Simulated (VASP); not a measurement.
Here is the system:

```yaml
crystal:
  lattice:
    - [3.98395, 0.00000, 0.00000]
    - [-1.99198, 3.45020, 0.00000]
    - [0.00000, 0.00000, 6.20760]
  atoms:
    - { symbol: Sb, position: [0.33333, 0.66667, 0.24670] }
    - { symbol: Sb, position: [0.66667, 0.33333, 0.75330] }
    - { symbol: Be, position: [0.00000, 0.00000, 0.00000] }
    - { symbol: Be, position: [0.33333, 0.66667, 0.64700] }
    - { symbol: Be, position: [0.66667, 0.33333, 0.35300] }
```

Method: PBE GGA, VASP's PBE PAW potentials (set 64) (plane waves; VASP). Numerical set-up: 300 eV cut-off, 5×5×3 Γ-centred mesh, Gaussian smearing of 0.20 eV, potentials Sb Be.

At this cut-off the stress carries a Pulay error, which pulls relaxed volumes low. Unless said otherwise, spin-orbit coupling is left out, though it shifts the bands of the heavy elements here.

Predict the energy per atom (σ→0), pressure, largest force, band gap (on the k-mesh) with the smallest direct gap where there is one.

```
Item                                                         Value
------------------------  ----------------------------------------
band gap (on the k-mesh)  none (metal, semimetal or under 0.01 eV)
energy per atom (σ→0)                               -3.394 eV/atom
pressure                                                 50.2 kbar
largest force                                           0.798 eV/Å
```

The absolute energy has meaning only against runs of the same code, potentials and settings.

The structure was generated: Be3Sb2 was put into an ordered model structure, which need not be its known phase. The cell was not relaxed at this level. The k-mesh is coarse (spacing up to 0.36 per Å, 2π included), so the numbers may not be converged in it.
